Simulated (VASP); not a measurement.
VO2 (relaxed from the beta-tridymite structure, space group P6_3/mmc): computed properties

All values below come from PBEsol GGA, VASP's PBE PAW potentials (set 64) (plane waves; VASP 6.6.1).

* **space group**: P6_3/mmc (194)
* **cell**: a = 5.7424 Å, b = 5.7424 Å, c = 9.3900 Å, α = 90.00°, β = 90.00°, γ = 120.00°
* **volume per atom**: 22.35 Å³/atom
* **band gap (on the k-mesh)**: none (metal, semimetal or under 0.01 eV)
* **cell moment**: 3.73 μB
* **density**: 2.05 g/cm³

```cif
data_O8V4
_chemical_formula_sum 'V4 O8'
_space_group_name_H-M_alt 'P 1'
_space_group_IT_number 1
_cell_length_a 5.74236
_cell_length_b 5.74236
_cell_length_c 9.39001
_cell_angle_alpha 90.000
_cell_angle_beta 90.000
_cell_angle_gamma 120.000
loop_
_space_group_symop_operation_xyz
  'x, y, z'
loop_
_atom_site_label
_atom_site_type_symbol
_atom_site_fract_x
_atom_site_fract_y
_atom_site_fract_z
_atom_site_occupancy
V1 V 0.33333 0.66667 0.06259 1
V2 V 0.66667 0.33333 0.56259 1
V3 V 0.66667 0.33333 0.93741 1
V4 V 0.33333 0.66667 0.43741 1
O1 O 0.33333 0.66667 0.25000 1
O2 O 0.66667 0.33333 0.75000 1
O3 O 0.50000 0.00000 0.00000 1
O4 O 0.50000 0.50000 0.50000 1
O5 O 0.00000 0.50000 0.00000 1
O6 O 0.50000 0.00000 0.50000 1
O7 O 0.50000 0.50000 0.00000 1
O8 O 0.00000 0.50000 0.50000 1
```
Starting moments (μB, in the order of the record's atoms V V V V O O O O O O O O): 0.7 0.7 0.7 0.7 0.0 0.0 0.0 0.0 0.0 0.0 0.0 0.0.

The moments were started parallel, and other spin orders were not tried in this run.

The structure was generated: VO2 was put into the beta-tridymite type (P6_3/mmc), which need not be its known phase. It was relaxed first, which changed the volume by +19 %. Symmetry was kept, so distortions that lower it aren't found.
